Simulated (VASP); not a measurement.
An input for Quantum ESPRESSO's pw.x (written as the equivalent of a VASP run, and not itself run):

```
&CONTROL
  calculation = 'vc-relax'
  pseudo_dir = './pseudo'
  outdir = './out'
  tprnfor = .true.
  tstress = .true.
  nstep = 60
  forc_conv_thr = 0.00039
/
&SYSTEM
  ibrav = 0
  nat = 2
  ntyp = 1
  ecutwfc = 72
  occupations = 'smearing'
  smearing = 'methfessel-paxton'
  degauss = 0.00735
  input_dft = 'pbe'
  vdw_corr = 'grimme-d3'
  dftd3_version = 4
  dftd3_threebody = .false.
/
&ELECTRONS
  conv_thr = 7.3e-08
  electron_maxstep = 100
/
&IONS
/
&CELL
/
ATOMIC_SPECIES
  Re 186.207 Re.upf
CELL_PARAMETERS angstrom
     1.3800000   -2.3902300    0.0000000
     1.3800000    2.3902300    0.0000000
     0.0000000    0.0000000    4.4600000
ATOMIC_POSITIONS crystal
  Re   0.3333330  0.6666670  0.2500000
  Re   0.6666670  0.3333330  0.7500000
K_POINTS automatic
  14 14 8 0 0 0
```

Task: Translate this input to VASP (INCAR, KPOINTS, POSCAR, choice of POTCAR).

Result: One answer among several that fit: 
POSCAR:
```
Re
1.0
  1.3800000000  -2.3902300000   0.0000000000
  1.3800000000   2.3902300000   0.0000000000
  0.0000000000   0.0000000000   4.4600000000
Re
2
Cart
  1.3800000000   0.7967449268   1.1150000000
  1.3800000000  -0.7967449268   3.3450000000
```

### KPOINTS
```
Automatic
0
gamma
14 14 8
```

**INCAR**
```
! general
SYSTEM  = Re
PREC    = Accurate
ENCUT   = 520
LREAL   = .FALSE.   ! projection in real space or not
LASPH   = .TRUE.

! electronic loop
EDIFF   = 1E-6   ! SCF stop (eV)
NELM    = 100   ! most electronic steps
ALGO    = Normal
LMAXMIX = 6   ! l cut-off of mixed one-centre charges

! smearing
ISMEAR  = 1   ! Methfessel-Paxton
SIGMA   = 0.1

! functional
GGA     = PE   ! PBE
IVDW    = 12   ! D3, Becke-Johnson

! ions
IBRION  = 2   ! conjugate gradients
NSW     = 60
ISIF    = 3   ! ions, shape and volume
EDIFFG  = -0.01

! output
LWAVE   = .FALSE.
LCHARG  = .FALSE.
```

POTCAR, in this order: Re (PBE.64 set). Program: vasp_std.

The two are equivalent in intent, not identical: the potentials are each code's own (VASP's PAW set, PseudoDojo norm-conserving files in pw.x), so ENCUT and ecutwfc are chosen apart and not converted; conv_thr bounds pw.x's estimated SCF error, while EDIFF bounds the energy change between steps; forc_conv_thr acts on force components and is met together with etot_conv_thr.

The compound is Re in the hcp structure. This run relaxes it. Symmetry was kept, so distortions that lower it aren't found.
